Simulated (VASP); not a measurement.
```xyz
5
Lattice="5.7313 0.0000 0.0000 0.0000 5.7313 0.0000 0.0000 0.0000 5.7313" Properties=species:S:1:pos:R:3 pbc="T T T"
Cs     0.0000     0.0000     0.0000
Pb     2.8656     2.8656     2.8656
Cl     2.8656     0.0000     2.8656
Cl     0.0000     2.8656     2.8656
Cl     2.8656     2.8656     0.0000
```

Calculation: PBE GGA, VASP's PBE PAW potentials (set 64) (plane waves; VASP). Numerical set-up: 520 eV cut-off, 4×4×4 Γ-centred mesh, Gaussian smearing of 0.050 eV, potentials Cs_sv Pb_d Cl.

Unless said otherwise, spin-orbit coupling is left out, though it shifts the bands of the heavy elements here.

Question: What does the run give for the energy per atom (σ→0), band gap (on the k-mesh) with the smallest direct gap where there is one?

Answer: 
The band gap (on the k-mesh) is 2.21 eV and the smallest direct gap (on the k-mesh) comes out as 2.21 eV. The energy per atom (σ→0) is -3.510 eV/atom.

Total energies compare only between runs with the same potentials, cut-off and functional.

The compound is CsPbCl3 in the cubic perovskite structure, the ideal cubic form; the compound distorts at low or room temperature. It was relaxed first, which changed the volume by +7 %.
